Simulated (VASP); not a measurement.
Consider the following.

```
BeTe
1.0
    0.00000     2.77753     2.77753
    2.77753     0.00000     2.77753
    2.77753     2.77753     0.00000
Be Te
1 1
Direct
  0.00000   0.00000   0.00000
  0.25000   0.25000   0.25000
```

All values below come from PBE GGA, VASP's PBE PAW potentials (set 64) (plane waves; VASP 6.6.1). Numerical set-up: 480 eV cut-off, 8×8×8 Γ-centred mesh, Gaussian smearing of 0.050 eV, potentials Be Te.

**Question.** Estimate the energy per atom (σ→0), pressure.

**Answer.** 
```json
{
 "energy per atom (σ→0)": "-3.797 eV/atom",
 "pressure": "3.86 GPa"
}
```

Total energies compare only between runs with the same potentials, cut-off and functional.

The compound is BeTe in the zinc blende structure. This cell was strained or had an atom moved on purpose.
